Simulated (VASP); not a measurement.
Given:

```yaml
crystal:
  lattice:
    - [4.00537, 0.00000, 0.00000]
    - [-2.00269, 3.46876, 0.00000]
    - [0.00000, 0.00000, 16.98305]
  atoms:
    - { symbol: In, position: [0.33333, 0.66667, 0.33170] }
    - { symbol: In, position: [0.66667, 0.33333, 0.66830] }
    - { symbol: In, position: [0.66667, 0.33333, 0.83170] }
    - { symbol: In, position: [0.33333, 0.66667, 0.16830] }
    - { symbol: Se, position: [0.33333, 0.66667, 0.59269] }
    - { symbol: Se, position: [0.66667, 0.33333, 0.40731] }
    - { symbol: Se, position: [0.66667, 0.33333, 0.09269] }
    - { symbol: Se, position: [0.33333, 0.66667, 0.90731] }
```

The numbers are results of PBEsol GGA, VASP's PBE PAW potentials (set 64) (plane waves; VASP 6.6.1), not measurements. Numerical set-up: 400 eV cut-off, 15×15×3 Γ-centred mesh, Gaussian smearing of 0.010 eV, potentials In_d Se.

Without a dispersion term in the relaxation, distances and binding between the weakly bound layers, chains or molecules are unreliable, and so is what depends on them. Unless said otherwise, spin-orbit coupling is left out, though it shifts the bands of the heavy elements here.

Estimate the energy per atom (σ→0), band gap (on the k-mesh) with the smallest direct gap where there is one.

```
Quantity                                     Result
-----------------------------------  --------------
band gap (on the k-mesh)                    0.42 eV
smallest direct gap (on the k-mesh)         0.42 eV
energy per atom (σ→0)                -3.899 eV/atom
```

The absolute energy has meaning only against runs of the same code, potentials and settings.

The structure comes from a computed database's InSe entry (P6_3/mmc), a phase known from measurement. It was relaxed first.
